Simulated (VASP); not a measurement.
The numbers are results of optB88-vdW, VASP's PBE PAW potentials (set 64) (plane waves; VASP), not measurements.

VASP ran on this input.

POSCAR:
```
Ag
1
    0.0000000000     2.0859000000     2.0859000000
    2.0859000000     0.0000000000     2.0859000000
    2.0859000000     2.0859000000     0.0000000000
Ag
1
Direct
  0.0000000000   0.0000000000   0.0000000000
```

### INCAR
```
AGGAC = 0.0
ALGO = Normal
EDIFF = 1E-6
ENCUT = 400
GGA = BO
ISIF = 2
ISMEAR = 1
LASPH = .TRUE.
LCHARG = .FALSE.
LMAXMIX = 4
LREAL = .FALSE.
LUSE_VDW = .TRUE.
LWAVE = .FALSE.
NELM = 100
PARAM1 = 0.1833333333
PARAM2 = 0.22
PREC = Accurate
SIGMA = 0.1
SYSTEM = Ag
```

**KPOINTS**
```
K-points
0
G
  14 14 14
0 0 0
```

POTCAR, in this order: Ag (PBE.64 set). Program: vasp_std.

Question: Estimate the energy per atom (σ→0), pressure, band gap (on the k-mesh).

Answer: 
```yaml
energy per atom (σ→0): 0.357 eV/atom
band gap (on the k-mesh): none (metal, semimetal or under 0.01 eV)
pressure: -3.04 GPa
```

OSZICAR:
```
...
DAV:   5     0.125871671917E+00   -0.48661E-05   -0.48658E-05  2136   0.642E-02    0.432E+00
DAV:   6     0.347679186257E+00    0.22181E+00   -0.11039E+00  1915   0.112E+01    0.284E+00
DAV:   7     0.354462111316E+00    0.67829E-02   -0.56280E-03  2030   0.834E-01    0.161E+00
DAV:   8     0.357347854797E+00    0.28857E-02   -0.67823E-04  1943   0.273E-01    0.437E-02
DAV:   9     0.357335655290E+00   -0.12200E-04   -0.85426E-06  2241   0.264E-02    0.101E-02
DAV:  10     0.357330916094E+00   -0.47392E-05   -0.43830E-06  2006   0.250E-02    0.167E-03
DAV:  11     0.357331013384E+00    0.97290E-07   -0.54084E-08   978   0.243E-03
   1 F= 0.35733101E+00 E0= 0.35748934E+00  d E =-.474975E-03
```

The compound is Ag in the fcc structure. The cell was not relaxed at this level. The run is one of a series of settings (AGGAC = 0.0, GGA = BO, LUSE_VDW = .TRUE., PARAM1 = 0.1833333333, PARAM2 = 0.22 against the base run), some of them coarse on purpose.
